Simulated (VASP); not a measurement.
Given:

```yaml
crystal:
  lattice:
    - [0.00000, 3.38358, 3.38358]
    - [3.38358, 0.00000, 3.38358]
    - [3.38358, 3.38358, 0.00000]
  atoms:
    - { symbol: In, position: [0.00000, 0.00000, 0.00000] }
    - { symbol: In, position: [0.25000, 0.25000, 0.25000] }
    - { symbol: Li, position: [0.50000, 0.50000, 0.50000] }
    - { symbol: Li, position: [0.75000, 0.75000, 0.75000] }
```

Level of theory: PBEsol GGA, VASP's PBE PAW potentials (set 64) (plane waves; VASP 6.6.1). Numerical set-up: 520 eV cut-off, 9×9×9 Γ-centred mesh, tetrahedra with Blöchl corrections, potentials In_d Li_sv.

Unless said otherwise, spin-orbit coupling is left out, though it shifts the bands of the heavy elements here.

Predict the energy per atom (σ→0), band gap (on the k-mesh) with the smallest direct gap where there is one.

```json
{
 "band gap (on the k-mesh)": "none (metal, semimetal or under 0.01 eV)",
 "energy per atom (σ→0)": "-2.778 eV/atom"
}
```

Only differences to runs with the same potentials and settings are physical.

The structure comes from a measured LiIn entry (Fd-3m) of the Crystallography Open Database, whose conditions weren't checked. It was relaxed first.
